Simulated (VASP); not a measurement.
Output of a VASP run:

### OUTCAR
```
 ion  position               nearest neighbor table
   1  0.000  0.000  0.250-   3 1.42   3 1.42   3 1.42
   2  0.000  0.000  0.750-   4 1.42   4 1.42   4 1.42
   3  0.333  0.667  0.250-   1 1.42   1 1.42   1 1.42
   4  0.667  0.333  0.750-   2 1.42   2 1.42   2 1.42
  LATTYP: Found a hexagonal cell.
 ALAT       =     2.4674616531
 C/A-ratio  =     3.1640473715
 Subroutine PRICEL returns:
 Original cell was already a primitive cell.
 Subroutine GETGRP returns: Found 24 space group operations
The static configuration has the point symmetry D_3d.
 The point group associated with its full space group is D_6h.
The dynamic configuration has the point symmetry D_3d.
 Subroutine INISYM returns: Found 24 space group operations
 Subroutine IBZKPT returns following result:
 Found    220 irreducible k-points:

 Following reciprocal coordinates:
            Coordinates               Weight
  0.000000  0.000000  0.000000      1.000000
  0.050000  0.000000  0.000000      6.000000
  0.100000 -0.000000  0.000000      6.000000
  0.150000 -0.000000  0.000000      6.000000
  0.200000 -0.000000  0.000000      6.000000
  0.250000 -0.000000  0.000000      6.000000
  0.300000 -0.000000  0.000000      6.000000
  0.350000 -0.000000  0.000000      6.000000
  0.400000  0.000000  0.000000      6.000000
  0.450000  0.000000  0.000000      6.000000
  0.500000 -0.000000  0.000000      3.000000
  0.050000  0.050000  0.000000      6.000000
  0.100000  0.050000  0.000000     12.000000
  0.150000  0.050000  0.000000     12.000000
  0.200000  0.050000  0.000000     12.000000
  0.250000  0.050000  0.000000     12.000000
  0.300000  0.050000  0.000000     12.000000
  0.350000  0.050000  0.000000     12.000000
  0.400000  0.050000  0.000000     12.000000
  0.450000  0.050000  0.000000     12.000000
  0.100000  0.100000  0.000000      6.000000
  0.150000  0.100000  0.000000     12.000000
  0.200000  0.100000  0.000000     12.000000
  0.250000  0.100000  0.000000     12.000000
  0.300000  0.100000  0.000000     12.000000
  0.350000  0.100000  0.000000     12.000000
  0.400000  0.100000  0.000000     12.000000
  0.450000  0.100000  0.000000      6.000000
  0.150000  0.150000  0.000000      6.000000
  0.200000  0.150000  0.000000     12.000000
  0.250000  0.150000  0.000000     12.000000
  0.300000  0.150000  0.000000     12.000000
  0.350000  0.150000  0.000000     12.000000
  0.400000  0.150000  0.000000     12.000000
  0.200000  0.200000  0.000000      6.000000
  0.250000  0.200000  0.000000     12.000000
  0.300000  0.200000  0.000000     12.000000
  0.350000  0.200000  0.000000     12.000000
  0.400000  0.200000  0.000000      6.000000
  0.250000  0.250000  0.000000      6.000000
   k-points           NKPTS =    220   k-points in BZ     NKDIM =    220   number of bands    NBANDS=     12
   number of dos      NEDOS =    301   number of ions     NIONS =      4
   total plane-waves  NPLWV =   5760
   dimension x,y,z NGX =    12 NGY =   12 NGZ =   40
   dimension x,y,z NGXF=    24 NGYF=   24 NGZF=   80
   ions per type =               4
   PREC   = normal    normal or accurate (medium, high low for compatibility)
   ISTART =      0    job   : 0-new  1-cont  2-samecut
   ICHARG =      2    charge: 1-file 2-atom 10-const
   ISPIN  =      1    spin polarized calculation?
   LNONCOLLINEAR =      F non collinear calculations
   LSORBIT =      F    spin-orbit coupling
   INIWAV =      1    electr: 0-lowe 1-rand  2-diag
   ENCUT  =  400.0 eV  29.40 Ry    5.42 a.u.   4.02  4.02 12.73*2*pi/ulx,y,z
   NELM   =    100;   NELMIN=  4; NELMDL= -5     # of ELM steps
   EDIFF  = 0.1E-04   stopping-criterion for ELM
   LREAL  =      F    real-space projection
   NLSPLINE    = F    spline interpolate recip. space projectors
   LMAXMIX     =    2 max onsite mixed and CHGCAR
   VOSKOWN=      0    Vosko Wilk Nusair interpolation
...
```

File OSZICAR:
```
       N       E                     dE             d eps       ncg     rms          rms(c)
DAV:   1     0.441196304328E+02    0.44120E+02   -0.71460E+03  5360   0.985E+02
DAV:   2    -0.355518347290E+02   -0.79671E+02   -0.72738E+02  7500   0.213E+02
DAV:   3    -0.393069618001E+02   -0.37551E+01   -0.37250E+01  6608   0.478E+01
DAV:   4    -0.393577429700E+02   -0.50781E-01   -0.50712E-01  6696   0.631E+00
DAV:   5    -0.393589801493E+02   -0.12372E-02   -0.12367E-02  6624   0.952E-01    0.895E+00
RMM:   6    -0.375292284245E+02    0.18298E+01   -0.16064E+00  5280   0.888E+00    0.524E+00
RMM:   7    -0.369232437203E+02    0.60598E+00   -0.29917E+00  5369   0.124E+01    0.137E+00
RMM:   8    -0.369516113683E+02   -0.28368E-01   -0.22199E-01  5280   0.362E+00    0.679E-01
RMM:   9    -0.369372021549E+02    0.14409E-01   -0.48117E-02  5296   0.181E+00    0.990E-02
RMM:  10    -0.369381877858E+02   -0.98563E-03   -0.92647E-03  5410   0.874E-01    0.915E-02
RMM:  11    -0.369384312341E+02   -0.24345E-03   -0.50238E-03  5300   0.584E-01    0.143E-01
RMM:  12    -0.369385758357E+02   -0.14460E-03   -0.11482E-03  5347   0.302E-01    0.142E-01
RMM:  13    -0.369385701205E+02    0.57153E-05   -0.19685E-04  5128   0.122E-01    0.132E-01
RMM:  14    -0.369385263042E+02    0.43816E-04   -0.42194E-05  4289   0.538E-02    0.114E-01
RMM:  15    -0.369384943984E+02    0.31906E-04   -0.14646E-05  3631   0.314E-02    0.952E-02
RMM:  16    -0.369384394543E+02    0.54944E-04   -0.45566E-05  4513   0.494E-02    0.622E-02
RMM:  17    -0.369384173334E+02    0.22121E-04   -0.37851E-05  4144   0.467E-02    0.356E-02
RMM:  18    -0.369384139847E+02    0.33487E-05   -0.50006E-06  3370   0.206E-02
   1 F= -.36938414E+02 E0= -.36938449E+02  d E =-.369384E+02
```

OUTCAR:
```
------------------------ aborting loop because EDIFF is reached ----------------------------------------
  FORCE on cell =-STRESS in cart. coord.  units (eV):
  Direction    XX          YY          ZZ          XY          YZ          ZX
  --------------------------------------------------------------------------------------
  Total       -0.4279345     -0.4279343     -0.4979514      0.0000000     -0.0000000      0.0000000
  in kB      -16.6557027    -16.6556949    -19.3808431      0.0000000     -0.0000000      0.0000000
  external PRESSURE =     -17.5640802 kB  Pullay stress =       0.0000000 kB
  volume of cell :       41.16
      direct lattice vectors                 reciprocal lattice vectors
     1.233731042 -2.136884350  0.000000000     0.405274718 -0.233985522  0.000000000
     1.233731042  2.136884350  0.000000000     0.405274718  0.233985522  0.000000000
     0.000000000  0.000000000  7.807165558     0.000000000  0.000000000  0.128087459
 POSITION                                       TOTAL-FORCE (eV/Angst)
 -----------------------------------------------------------------------------------
      0.00000      0.00000      1.95179        -0.000000      0.000000     -0.000000
      0.00000      0.00000      5.85537        -0.000000      0.000000      0.000000
      1.23373      0.71230      1.95179        -0.000000     -0.000000      0.000000
      1.23373     -0.71230      5.85537         0.000000      0.000000     -0.000000
 -----------------------------------------------------------------------------------
    total drift:                                0.000000      0.000000      0.000000
  FREE ENERGIE OF THE ION-ELECTRON SYSTEM (eV)
  ---------------------------------------------------
  free  energy   TOTEN  =       -36.9384139847 eV

  energy  without entropy=      -36.9385201856  energy(sigma->0) =      -36.93844939

 reached required accuracy - stopping structural energy minimisation
```
(Selected blocks of OUTCAR.)

POSCAR:
```
C
1
    1.2337310420    -2.1368843501     0.0000000000
    1.2337310420     2.1368843501     0.0000000000
    0.0000000000     0.0000000000     7.8071655580
C
4
Direct
  0.0000000000   0.0000000000   0.2500000000
  0.0000000000   0.0000000000   0.7500000000
  0.3333330000   0.6666670000   0.2500000000
  0.6666670000   0.3333330000   0.7500000000
```

Task: Write an INCAR and KPOINTS that could have produced this output.

Result: Several could match; the one computed here: the input of the run itself, PBE GGA, plane waves, VASP's PBE PAW potentials (set 64).

**KPOINTS**
```
Automatic mesh
0
Gamma
20 20 8
0 0 0
```

INCAR:
```
ALGO=Fast
EDIFF=1E-5
EDIFFG=-0.03
ENCUT=400
GGA=PE
IBRION=2
ISIF=2
ISMEAR=1
LASPH=.TRUE.
LCHARG=.FALSE.
LREAL=.FALSE.
LWAVE=.FALSE.
NELM=100
NELMIN=4
NSW=20
PREC=Normal
SIGMA=0.1
SYSTEM=C
```

POTCAR, in this order: C (PBE.64 set). Program: vasp_std.

At this cut-off the stress carries a Pulay error, which pulls relaxed volumes low. Without a dispersion term in the relaxation, distances and binding between the weakly bound layers, chains or molecules are unreliable, and so is what depends on them.

The compound is C in the graphite structure. It was relaxed first, which changed the volume by +17 %.
